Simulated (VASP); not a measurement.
# CoSi (P2_13) in VASP: notebook, part 2 of 2

VASP 6.6.1. Earlier steps stand in the parts before.

## (3) Relaxation of cell and atoms, PBE

INCAR

```
  ALGO = Normal
  EDIFF = 1E-6
  EDIFFG = -0.01
  ENCUT = 600
  GGA = PE
  IBRION = 2
  ISIF = 3
  ISMEAR = 1
  KPAR = 4
  LASPH = T
  LCHARG = F
  LREAL = F
  LWAVE = F
  NELM = 80
  NSW = 90
  PREC = Accurate
  SIGMA = 0.1
```

KPOINTS

```
k-points
0
Gamma
  8 8 8
```

POSCAR

```
CoSi
1.0
    4.4380000000      0.0000000000      0.0000000000
    0.0000000000      4.4380000000      0.0000000000
    0.0000000000      0.0000000000      4.4380000000
Co Si
4 4
Direct
    0.1400000000      0.1400000000      0.1400000000
    0.3600000000      0.8600000000      0.6400000000
    0.6400000000      0.3600000000      0.8600000000
    0.8600000000      0.6400000000      0.3600000000
    0.8430000000      0.8430000000      0.8430000000
    0.6570000000      0.1570000000      0.3430000000
    0.3430000000      0.6570000000      0.1570000000
    0.1570000000      0.3430000000      0.6570000000
```

Potentials or basis: VASP PAW PBE potentials, release 64 (Co, Si).

Started as:

```console
> cat potpaw_PBE.64/Co/POTCAR potpaw_PBE.64/Si/POTCAR > POTCAR
> mpirun -np 4 vasp_std > vasp.out
```

OUTCAR:

```text
EDIFF = 1E-6
   EDIFFG = -0.01
   ENCUT = 600
   GGA = PE
   IBRION = 2
   ISIF = 3
   ISMEAR = 1
   LASPH = T
   LREAL = F
   NELM = 80
   NSW = 90
   PREC = Accurate

 ion  position               nearest neighbor table
   1  0.140  0.140  0.140-   5 2.28   6 2.33   7 2.33   8 2.33   7 2.47   8 2.47   6 2.47   2 2.72
                             4 2.72   2 2.72   4 2.72   3 2.72   3 2.72
   2  0.360  0.860  0.640-   6 2.28   5 2.33   7 2.33   8 2.33   7 2.47   8 2.47   5 2.47   1 2.72
                             3 2.72   1 2.72   3 2.72   4 2.72   4 2.72
   3  0.640  0.360  0.860-   7 2.28   6 2.33   5 2.33   8 2.33   8 2.47   6 2.47   5 2.47   4 2.72
                             2 2.72   2 2.72   4 2.72   1 2.72   1 2.72
   4  0.860  0.640  0.360-   8 2.28   6 2.33   7 2.33   5 2.33   6 2.47   5 2.47   7 2.47   3 2.72
                             1 2.72   1 2.72   3 2.72   2 2.72   2 2.72
   5  0.843  0.843  0.843-   1 2.28   2 2.33   3 2.33   4 2.33   3 2.47   4 2.47   2 2.47   6 2.75
                             7 2.75   8 2.75   6 2.75   8 2.75   7 2.75
[... 472 lines left out ...]
 cond. band min:      12.1138745519   @ k =   0.0000   0.0000   0.0000
 fundamental gap:      0.0101190408
 Fermi energy:        12.1071090783

 k-point     1 :       0.0000    0.0000    0.0000
  band No.  band energies     occupation
      1      -1.5576      2.00000
      2       3.9399      2.00000
      3       3.9399      2.00000
      4       3.9399      2.00000
      5       6.6406      2.00000
      6       6.6406      2.00000
[... 805 lines left out ...]
     30      14.1112      0.00000
     31      14.9641      0.00000

 [... further k-points ...]

------------------------ aborting loop because EDIFF is reached ----------------------------------------

  FORCE on cell =-STRESS in cart. coord.  units (eV):
  Direction    XX          YY          ZZ          XY          YZ          ZX
  --------------------------------------------------------------------------------------
  -------------------------------------------------------------------------------------
  Total        0.0050847      0.0050847      0.0050847      0.0000000     -0.0000000      0.0000000
  in kB        0.0937435      0.0937435      0.0937435      0.0000000     -0.0000000      0.0000000
  external PRESSURE =       0.0937435 kB  Pullay stress =       0.0000000 kB
[... 23 lines left out ...]
  FREE ENERGIE OF THE ION-ELECTRON SYSTEM (eV)
  ---------------------------------------------------
  free  energy   TOTEN  =       -54.7470973845 eV

  energy  without entropy=      -54.7499701013  energy(sigma->0) =      -54.74805496

 reached required accuracy - stopping structural energy minimisation
```

Wall time 68 s (4 MPI ranks of AMD EPYC 9R45 (Zen 5), shared host); peak memory 0.27 GiB.

Results:

| Item | Value |
| --- | --- |
| Free energy | -54.7471 eV |
| Relaxed volume | 10.86 Å³/atom |
| Relaxed cell | a = 4.429 Å, b = 4.429 Å, c = 4.429 Å, α = 90.00°, β = 90.00°, γ = 90.00° |
| Space group after relaxing (to 0.05 Å) | P2_13 (No. 198) |
| Energy gained by relaxing | 2.8 meV/atom |
| Ionic steps | 7 |
| Pressure after relaxing | 0.0 GPa |
| Band gap on the k mesh | none (metal or under the smearing width) |

Step by step:
```csv
step,energy change (eV),largest force (eV/Å),pressure (GPa),volume (Å³)
1,0.0000,0.2729,-0.44,87.41
2,-0.0125,0.1891,0.20,87.04
3,-0.0191,0.0835,1.30,86.47
4,-0.0192,0.0697,-1.29,87.40
5,-0.0220,0.0595,-0.03,86.94
6,-0.0225,0.0204,0.02,86.91
7,-0.0225,0.0007,0.01,86.90
```

Final structure:
```cif
data_structure
_symmetry_space_group_name_H-M 'P 1'
_symmetry_Int_Tables_number 1
_cell_length_a 4.4294
_cell_length_b 4.4294
_cell_length_c 4.4294
_cell_angle_alpha 90.000
_cell_angle_beta 90.000
_cell_angle_gamma 90.000
_cell_volume 86.90
loop_
_atom_site_label
_atom_site_type_symbol
_atom_site_fract_x
_atom_site_fract_y
_atom_site_fract_z
_atom_site_occupancy
Co1 Co 0.14511 0.14511 0.14511 1
Co2 Co 0.35489 0.85489 0.64511 1
Co3 Co 0.64511 0.35489 0.85489 1
Co4 Co 0.85489 0.64511 0.35489 1
Si1 Si 0.84321 0.84321 0.84321 1
Si2 Si 0.65679 0.15679 0.34321 1
Si3 Si 0.34321 0.65679 0.15679 1
Si4 Si 0.15679 0.34321 0.65679 1
```

## (4) Relaxation of cell and atoms, PBE

This run uses another cell than the first one, of 10.86 Å³/atom, 0.994 times its volume.

Edit INCAR of step 3 so:

```diff
@@ -1,4 +1,4 @@
   ALGO = Normal
-  EDIFF = 1E-6
-  EDIFFG = -0.01
+  EDIFF = 1E-7
+  EDIFFG = -0.005
   ENCUT = 600
```

KPOINTS is that of step 3.

POSCAR

```
CoSi                                    
1.0
    4.4294053317      0.0000000000     -0.0000000000
   -0.0000000000      4.4294053317     -0.0000000000
    0.0000000000     -0.0000000000      4.4294053317
  Co              Si            
     4     4
Direct
     0.1451145237394317    0.1451145237394317    0.1451145237394317
     0.3548854762605683    0.8548854762605683    0.6451145237394317
     0.6451145237394317    0.3548854762605683    0.8548854762605683
     0.8548854762605683    0.6451145237394317    0.3548854762605683
     0.8432104054702422    0.8432104054702422    0.8432104054702422
     0.6567895945297578    0.1567895945297579    0.3432104054702422
     0.3432104054702422    0.6567895945297578    0.1567895945297579
     0.1567895945297579    0.3432104054702422    0.6567895945297578
```

Started as:

```console
> cat potpaw_PBE.64/Co/POTCAR potpaw_PBE.64/Si/POTCAR > POTCAR
> mpirun -np 4 vasp_std > vasp.out
```

It took 20 s on 4 MPI ranks of AMD EPYC 9R45 (Zen 5), shared host; peak memory 0.26 GiB.

It converged, with:

```
Free energy             : -54.7469 eV
Pressure after relaxing : 0.0 GPa
Band gap on the k mesh  : none (metal or under the smearing width)
```

Final structure:
```
Co Si
1.0
     4.42941    0.00000    0.00000
     0.00000    4.42941    0.00000
     0.00000    0.00000    4.42941
Co Si
4 4
Direct
  0.14511 0.14511 0.14511
  0.35489 0.85489 0.64511
  0.64511 0.35489 0.85489
  0.85489 0.64511 0.35489
  0.84321 0.84321 0.84321
  0.65679 0.15679 0.34321
  0.34321 0.65679 0.15679
  0.15679 0.34321 0.65679
```

Levels at points of the mesh, in eV from the Fermi level:
```
           k point  band 24  band 25  band 26  band 27  band 28  band 29
(0.00, 0.00, 0.00)    -0.76     0.01     0.01     0.01     2.51     2.51
(0.50, 0.00, 0.00)    -0.63    -0.47    -0.47     1.02     1.02     1.50
(0.50, 0.50, 0.00)    -0.98    -0.02    -0.02     0.60     0.60     2.02
(0.50, 0.50, 0.50)    -1.20    -0.21    -0.21    -0.21    -0.21     5.43
```

Caveat: the relaxation stopped at its first step, so nothing moved. Spin polarisation is off, so any magnetic state and its effect on volume and gap are missing.
